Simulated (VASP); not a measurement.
Data:

```xyz
4
Lattice="2.1312 -3.6913 0.0000 2.1312 3.6913 0.0000 0.0000 0.0000 6.9222" Properties=species:S:1:pos:R:3 pbc="T T T"
Cd     2.1312    -1.2304     3.4611
Cd     2.1312     1.2304     6.9222
S      2.1312    -1.2304     6.0708
S      2.1312     1.2304     2.6097
```

Method: RPBE GGA, VASP's PBE PAW potentials (set 64) (plane waves; VASP). Run with 520 eV cut-off, 7×7×4 Γ-centred mesh, tetrahedra with Blöchl corrections, potentials Cd S.

Q: Estimate the energy per atom (σ→0).

A: 
- energy per atom (σ→0): -2.765 eV/atom

The absolute energy has meaning only against runs of the same code, potentials and settings.

The compound is CdS in the wurtzite structure. It was relaxed first, which changed the volume by +9 %.
